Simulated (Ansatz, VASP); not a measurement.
## Cross-check of GaN between VASP and Ansatz

Wanted: the spread between two codes on one cell, functional and k mesh. The cell is taken from a series of runs on this material, whose earlier steps may have relaxed, scaled, displaced or heated it; both programs get it as it stands.

Main program and level: Ansatz 0.2.0; plane waves, with VASP 6.6.1 beside it; zone-centre phonons at r2SCAN.

### Step 1. Set-up

Symmetry: P6_3mc, No. 186, hexagonal system. Conventional cell: a = 3.183 Å, b = 3.183 Å, c = 5.184 Å, α = 90.00°, β = 90.00°, γ = 120.00°. Nearest to Ga lie 4 N at 1.95 Å. N has 4 Ga at 1.95 Å nearest. Farther neighbours and most contacts between anions are not listed.

### Step 2. Ansatz: zone-centre phonons, r2SCAN

Ansatz runs on its default PAW (the set named soft_2) files.

Second derivatives magnify differences that forces hide, and they need a tight electronic threshold.

input.yaml reads:

```yaml
crystal:
  lattice:
    - [3.1831425486, 0.0, 0.0]
    - [-1.5915712743, 2.7566823109, 0.0]
    - [0.0, 0.0, 5.1836984244]
  atoms:
    - { symbol: Ga, position: [0.3333333333, 0.6666666667, -0.0008880004] }
    - { symbol: Ga, position: [0.6666666667, 0.3333333333, 0.4991119996] }
    - { symbol: "N", position: [0.3333333333, 0.6666666667, 0.3758880004] }
    - { symbol: "N", position: [0.6666666667, 0.3333333333, 0.8758880004] }
kpoints:
  mp_grid: { grid: [9, 9, 6] }
hamiltonian:
  xc: r2scan
scf:
  occupations: { method: fixed }
output:
  eigenvalues: true
phonons:
  method: dfpt
  dielectric: true
  rigid_motions: translations
```

Run with:

```
$ ansatz run input.yaml --threads 4 --pin off --max-ram 15360MiB --backend cpu --events-out ev --progress --plain --runs-dir out
```

Numbers of over 12 decimals in the logs are rounded to 6 here.

Output:

```text
Engine: ansatz 0.2.0, x86_64-unknown-linux-gnu
Pseudopotentials: kind: paw
Pseudopotential: Ga, paw, valence charge 13, recommended cutoff 500 eV (meta_gga), Ga.paw.azcp
Pseudopotential: N, paw, valence charge 5, recommended cutoff 500 eV (meta_gga), N.paw.azcp
Functional definition: r2SCAN
  parameter k0 = 0.174
  parameter k1 = 0.065
  parameter a1 = 4.9479
  exchange = r2scan_x(k0 = k0, k1 = k1, a1 = a1)
  correlation = r2scan_c
Crystal: 4 atoms, lattice volume = 45.487 Å³
Basis set: ecut = 500 eV, 1129 PW (Γ), exchange–correlation on 120×120×200 points (125 copies of the dense FFT grid, shifted against one another)
Bands: 22, of which v1, the nominal top of the filled ones, is band 18 counted from 1 (17 counted from 0)
Symmetry: 12 space group operations
k-points: 140 of 486 (irreducible under 2 space group operations, time reversal used)
Non-local potential: Ga, projectors of the file, l = 0: 2, l = 1: 2, l = 2: 3, l = 3: 1
Non-local potential: N, projectors of the file, l = 0: 2, l = 1: 2, l = 2: 1
PAW form: soft (Blöchl's): semilocal exchange-correlation on the pseudo side does not see the compensation charge
PAW frozen core: Ga, regenerated for the run's functional (the file was generated under x = pbe(κ = 0.804, μ = 0.219515), c = pbe(β = 0.066725))
PAW frozen core: N, regenerated for the run's functional (the file was generated under x = pbe(κ = 0.804, μ = 0.219515), c = pbe(β = 0.066725))
PAW one-centre angular grid: Ga, 590 points (default); XC on 160 Gauss nodes
PAW one-centre angular grid: N, 302 points (default); XC on 160 Gauss nodes
Initial density: superposition of atomic densities (neutral atoms: chi_scale 0, normalization atom), corrected by the library's trained network
Initial wavefunctions: pseudopotential atomic-orbital guess
Functional: x = r2scan, c = r2scan; τ floored in thin density (d = 2e-4 eV/Å³)
SCF iter   1: F=—  HF=-8352.711471 eV  |F-HF|=—  |Δ(HF+E_count)|=         —  Δρ=1.25e-2  dr2=2.67e-2  dr2_τ=1.92e-1  ethr=1.77e-3  ⟨swp⟩=4.3  Hψ=11077  notcnv=0  defer=151
preconditioner: auto → Resta (q_TF=auto, 2.624 Å⁻¹)  ε∞=4.5  [insulator: Δε(μ)=2.311 eV  Ē_g=17.648 eV  n_scr=22 (ndim 8)  ℏωp=33.0 eV  f_vac=0.008  ε∞_Penn≈4.5]
SCF iter   2: F=—  HF=-8352.774817 eV  |F-HF|=—  |Δ(HF+E_count)|=   6.33e-2  Δρ=5.86e-3  dr2=9.49e-3  dr2_τ=3.16e-4  ethr=7.41e-5  ⟨swp⟩=2.9  Hψ=7195  notcnv=0  defer=274
SCF iter   3: F=—  HF=-8352.774280 eV  |F-HF|=—  |Δ(HF+E_count)|=   5.37e-4  Δρ=3.70e-3  dr2=2.66e-3  dr2_τ=8.79e-5  ethr=2.64e-5  ⟨swp⟩=3.0  Hψ=5625  notcnv=0  defer=277
SCF iter   4: F=—  HF=-8352.774296 eV  |F-HF|=—  |Δ(HF+E_count)|=   1.56e-5  Δρ=2.98e-4  dr2=2.17e-5  dr2_τ=7.98e-6  ethr=7.39e-6  ⟨swp⟩=3.0  Hψ=5799  notcnv=0  defer=277
SCF iter   5: F=—  HF=-8352.774317 eV  |F-HF|=—  |Δ(HF+E_count)|=   2.16e-5  Δρ=1.29e-4  dr2=3.96e-6  dr2_τ=4.28e-7  ethr=6.04e-8  ⟨swp⟩=2.0  Hψ=5281  notcnv=0  defer=5
SCF iter   6: F=—  HF=-8352.774322 eV  |F-HF|=—  |Δ(HF+E_count)|=   4.45e-6  Δρ=3.51e-5  dr2=5.92e-7  dr2_τ=2.73e-8  ethr=1.10e-8  ⟨swp⟩=2.7  Hψ=5600  notcnv=0
SCF iter   7: F=—  HF=-8352.774323 eV  |F-HF|=—  |Δ(HF+E_count)|=   1.32e-6  Δρ=1.75e-5  dr2=1.37e-7  dr2_τ=8.68e-9  ethr=1.65e-9  ⟨swp⟩=2.0  Hψ=5551  notcnv=0
SCF iter   8: F=—  HF=-8352.774323 eV  |F-HF|=—  |Δ(HF+E_count)|=   2.23e-8  Δρ=7.85e-6  dr2=2.77e-8  dr2_τ=4.75e-10  ethr=3.80e-10  ⟨swp⟩=2.0  Hψ=3576  notcnv=0
SCF iter   9: F=—  HF=-8352.774323 eV  |F-HF|=—  |Δ(HF+E_count)|=   4.60e-9  Δρ=1.30e-6  dr2=7.75e-10  dr2_τ=8.69e-12  ethr=7.69e-11  ⟨swp⟩=2.0  Hψ=3902  notcnv=0
SCF iter  10: F=-8352.774323 eV  HF=-8352.774323 eV  |F-HF|=5.46e-12  |Δ(HF+E_count)|=  2.36e-11  Δρ=6.16e-8  dr2=1.36e-12  dr2_τ=3.85e-14  ethr=1.00e-12  ⟨swp⟩=7.0  Hψ=17152  notcnv=0
SCF 1 converged in 10 iterations: F = -8352.774323 eV  dr2 = 1.36e-12
  greatest PAW one-centre occupation: 0.995 electrons in one spin orbital (limit 2), on the Ga atom at site 0 (counted from 0), in its partial waves of l = 2
NSCF: frozen V_eff on 4 k-points
DFPT response loops at Γ: preconditioner auto → Resta (q_TF=auto, 2.624 Å⁻¹)  ε∞=5.1 (no band partly filled); β = 1.00, the filter's whole step (`scf.mixing.beta` (0.50) is not read by the response loops at its default; to damp them type it under 1.00, their step now; it binds the ground state too); Broyden in place of MSR1
── the response to a field inside a basis, on 10×10×6 k-points: an SCF that follows is theirs, and a resumed run solves both again ──
Bands: 19, of which v1, the nominal top of the filled ones, is band 18 counted from 1 (17 counted from 0)
k-points: 90 of 600 (irreducible under 4 space group operations, time reversal used)
Initial density: handed on by an earlier stage of this run
Initial wavefunctions: pseudopotential atomic-orbital guess (no wavefunctions were taken with the density)
Eigensolver: Dense (90 Hₖ)
SCF iter   1: F=—  HF=-8352.766965 eV  |F-HF|=—  |Δ(HF+E_count)|=         —  Δρ=8.33e-5  dr2=7.98e-7  dr2_τ=6.98e-7  ethr=1.00e-1
preconditioner: auto → Resta (q_TF=auto, 2.624 Å⁻¹)  ε∞=5.4  [insulator: Δε(μ)=2.805 eV  Ē_g=15.706 eV  n_scr=22 (ndim 8)  ℏωp=33.0 eV  f_vac=0.010  ε∞_Penn≈5.4]
SCF iter   2: F=—  HF=-8352.766966 eV  |F-HF|=—  |Δ(HF+E_count)|=   1.14e-6  Δρ=4.60e-5  dr2=1.95e-7  dr2_τ=7.42e-8  ethr=2.22e-9
SCF iter   3: F=-8352.766967 eV  HF=-8352.766967 eV  |F-HF|=2.00e-7  |Δ(HF+E_count)|=   2.58e-7  Δρ=2.46e-5  dr2=6.22e-8  dr2_τ=1.49e-8  ethr=5.40e-10
SCF 1 converged in 3 iterations: F = -8352.766967 eV  dr2 = 6.22e-8
  greatest PAW one-centre occupation: 0.995 electrons in one spin orbital (limit 2), on the Ga atom at site 1 (counted from 0), in its partial waves of l = 2
DFPT response loops at Γ: preconditioner auto → Resta (q_TF=auto, 2.624 Å⁻¹)  ε∞=4.6 (no band partly filled); β = 1.00, the filter's whole step (`scf.mixing.beta` (0.50) is not read by the response loops at its default; to damp them type it under 1.00, their step now; it binds the ground state too); Broyden in place of MSR1
WARN: field response: ε∞ stands inside a basis, on 10×10×6 points; the force constants stand on the 9×9×6 k-mesh, whose period is 12.22 times the interband length at k = (0.0000, 0.0000, 0.0000), direct gap 2.351 eV, under 14: take them and everything formed from them as unconverged, and compare with a denser kpoints.mp_grid
SCF converged after 10 iterations
Free energy (F): -8352.774323 eV
Harris-Foulkes:  -8352.774323 eV  (|F-HF|=5.46e-12)
Internal energy: -8352.774323 eV  (E = F + TS)
E sigma→0 (E₀):  -8352.774323 eV
Fermi energy:    9.485952 eV
--- Per-component energies (eV) ---
  E_band       = -29.674318
  E_kinetic    = 494.364402
  E_local      = -3904.100519  (includes V_loc(G=0)·N_el)
  E_nonlocal   = 952.977381
  E_hartree    = 1801.791585
  E_xc         = -243.547235
  E_vxc        = -287.263309  (∫ρ·V_xc dr)
  E_paw        = -4274.772448  (= ΣΔE_a)
  E_vpaw       = -904.917143  (= ΣTr[D̂ρ^β])
  E_aug_tail   = -0.000045  (compensation charges beyond the density's cutoff)
  E_vtau       = 15.681706  (kinetic-family band-sum trace: ∫τ·v_τ [+ j·A + Jᵃ·Aᵃ] dr)
  E_ewald      = -3178.122176
  E_core_change = -1.365269  (= ΣΔE_core)
  E_smearing   = -0.000000  (= −TS)
  E_closure    = -0.000000  (closes the sum)
  Σ components = -8352.774323   (vs F -8352.774323, Δ=0.00e0)
--- Band table (eV; the first three rows and the last of 140) ---
  k-point 0: bands = [... 14 lower, 8.4186, 9.4499, 9.4860, 9.4860, 11.8365, 14.3203, 19.4565, 20.0856]
  k-point 1: bands = [... 14 lower, 8.4869, 8.6487, 9.4113, 9.4113, 12.5107, 14.3736, 19.2493, 20.1148]
  k-point 2: bands = [... 14 lower, 8.6757, 8.6757, 9.2095, 9.2095, 13.5534, 14.4513, 18.8220, 19.2545]
  k-point 139: bands = [... 14 lower, 6.4737, 6.4737, 7.6906, 7.6906, 15.7799, 15.7799, 18.1722, 18.1722]
--- Phonons (Γ-DFPT): 4 representative perturbations + reference, on 140 of 486 k-points (Σ response iterations 29) ---
  k mesh reduced under 2 symmetry operations, with k and −k counted as one. Each operation leaves every solved perturbation unchanged. A smaller set is not considered because the functional reads the kinetic-energy density
  ASR residual: 6.269e-4 → 0.000e0 eV/Å²; symmetrization residual: 2.640e-5 eV/Å²
  ASR residual per site (eV/Å²): 8.33e-6 8.33e-6 6.27e-4 6.27e-4
  Γ frequencies (cm⁻¹): 0.00 0.00 0.00 142.52 142.52 335.51 530.39 553.79 553.79 563.70 563.70 696.49
  ε∞ (high-frequency dielectric tensor):
        5.370411     0.000000     0.000000
       -0.000000     5.370411     0.000000
        0.000000     0.000000     5.531414
  ε⁰ (static dielectric tensor: ions relaxed, cell fixed):
        9.560577     0.000000     0.000000
        0.000000     9.560577    -0.000000
        0.000000    -0.000000    10.569063
  ε⁰ − ε∞ (ionic part):
        4.190165     0.000000     0.000000
        0.000000     4.190165    -0.000000
        0.000000    -0.000000     5.037649
  softest optical mode at Γ: 142.52 cm⁻¹; the repairs (sum rule, projections) moved no ω² at Γ by more than (4.28 cm⁻¹)²
  Born effective charges Z* (e; rows j = field, columns β = displacement):
    site 0:
         2.63208    0.00000    0.00000
         0.00000    2.63208    0.00000
         0.00000    0.00000    2.76406
    site 1:
         2.63208    0.00000    0.00000
         0.00000    2.63208    0.00000
         0.00000    0.00000    2.76406
    site 2:
        -2.63208   -0.00000   -0.00000
        -0.00000   -2.63208   -0.00000
        -0.00000   -0.00000   -2.76406
    site 3:
        -2.63208   -0.00000   -0.00000
        -0.00000   -2.63208   -0.00000
        -0.00000   -0.00000   -2.76406
  Z* charge neutrality: 1.701e-3 e pre-enforcement
  solved inside a basis spanned on kpoints, on 10×10×6 k-points, its susceptibility summed on 18×18×10: ε∞ is read to err by 1.6e-2, Z* by 1.8e-2 e (field_mesh: kpoints solves on kpoints); Z* is corrected for what the basis lacks
  optical modes at Γ without the LO–TO term, one row a degenerate level:
      ω (cm⁻¹)  modes    IR ((D/Å)²/amu)
        142.52      2             0.0000
        335.51      1             0.0000
        530.39      1            30.2236
[...]
optical modes at Γ + LO–TO along q̂ = [1.0000, 0.0000, 0.0000]:
      ω (cm⁻¹)  modes    IR ((D/Å)²/amu)
[...]
optical modes at Γ + LO–TO along q̂ = [0.0000, 1.0000, 0.0000]:
      ω (cm⁻¹)  modes    IR ((D/Å)²/amu)
[...]
696.49      1             0.0000
        738.90      1            27.4063
  optical modes at Γ + LO–TO along q̂ = [0.0000, 0.0000, 1.0000]:
      ω (cm⁻¹)  modes    IR ((D/Å)²/amu)
        142.52      2             0.0000
        335.51      1             0.0000
        553.79      2            54.8126
        563.70      2             0.0000
        696.49      1             0.0000
        733.16      1            30.2236
```

[end of part 1 of 2]

[Lines on the potential files, build, host, timing and source positions are cut from VASP's logs without a mark.]

[Logs are printed without paths, hosts, clocks, repeated set-up lines and the standing remarks that a program may print on its own settings, such as how far it seeks lower states.]

[Hosts, paths, dates, database ids (printed as entryN), source tags and the programs' standing remarks are cut or masked in the printed files.]
